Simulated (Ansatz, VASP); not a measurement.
# Ge2Te3O in VASP and in Ansatz

File INCAR:

```
SYSTEM = Ge2Te3O
ALGO = Normal
EDIFF = 1E-7
ENCUT = 520
GGA = PE
ISIF = 2
ISMEAR = 0
LASPH = .True.
LCHARG = .False.
LREAL = .False.
LWAVE = .False.
NBANDS = 35
NELM = 80
PREC = Accurate
SIGMA = 0.1
```

File KPOINTS:

```
k-points
0
Gamma
  3 3 3
  0 0 0
```

Contents of POSCAR:

```
Ge2Te3O
1.0
    3.1255189600      1.8045192200      4.4154751500
   -3.1255189600      1.8045192200      4.4154751500
    0.0000000000     -3.6090384300      4.4154751500
Ge Te O
2 3 1
Direct
    0.6293433300      0.6293433300      0.6293433300
    0.3706566700      0.3706566700      0.3706566700
    0.0000000000      0.0000000000      0.5000000000
    0.0000000000      0.5000000000      0.0000000000
    0.5000000000      0.0000000000      0.0000000000
    0.0000000000      0.0000000000      0.0000000000
```

Input for Ansatz:

```yaml
crystal:
  lattice:
    - [3.12551896, 1.80451922, 4.41547515]
    - [-3.12551896, 1.80451922, 4.41547515]
    - [0.0, -3.60903843, 4.41547515]
  atoms:
    - { symbol: Ge, position: [0.62934333, 0.62934333, 0.62934333] }
    - { symbol: Ge, position: [0.37065667, 0.37065667, 0.37065667] }
    - { symbol: Te, position: [0.0, 0.0, 0.5] }
    - { symbol: Te, position: [0.0, 0.5, 0.0] }
    - { symbol: Te, position: [0.5, 0.0, 0.0] }
    - { symbol: O, position: [0.0, 0.0, 0.0] }
basis:
  ecutwfc: 420
kpoints:
  mp_grid: { grid: [3, 3, 3] }
hamiltonian:
  xc: pbe
scf:
  occupations: { method: gaussian, width: 0.1 }
  lower_state_search: "off"
output:
  forces: true
  stress: true
  eigenvalues: true
```

Change from the starting cell: species swapped into the Y2GeRh3 type (R-3m, No. 166).

Alike in both runs: task single point; functional PBE; k mesh 3 × 3 × 3; occupations gaussian, width 0.1 eV; no spin polarisation.

|  | VASP | Ansatz |
| --- | --- | --- |
| version | VASP 6.6.1 | Ansatz 0.2.0 |
| potentials or method | VASP PAW PBE potentials, release 64 (Ge_d, Te, O) | scalar-relativistic, plane waves, PAW |
| plane-wave cutoff (eV) | 520 | 420 |
| valence electrons in the cell | 52 | 82 |

```csv
,VASP,Ansatz,Ansatz less VASP
gap on the k mesh at the Fermi level (eV),none,none,-
pressure (GPa),-3.7,-3.6,+0.08
largest component of the traceless stress (GPa),7.93,7.96,+0.026
```

A gap of «none» marks a metal or a gap that the smearing closes. With one functional, cell and mesh, what is left measures potentials, basis and numerics. The two sets of potentials don't hold the same shells in valence.

Caveats: the k mesh is coarse (spacing up to 0.42 Å⁻¹), so the values aren't converged. The runs have no spin-orbit coupling, so splittings on Te are missing.
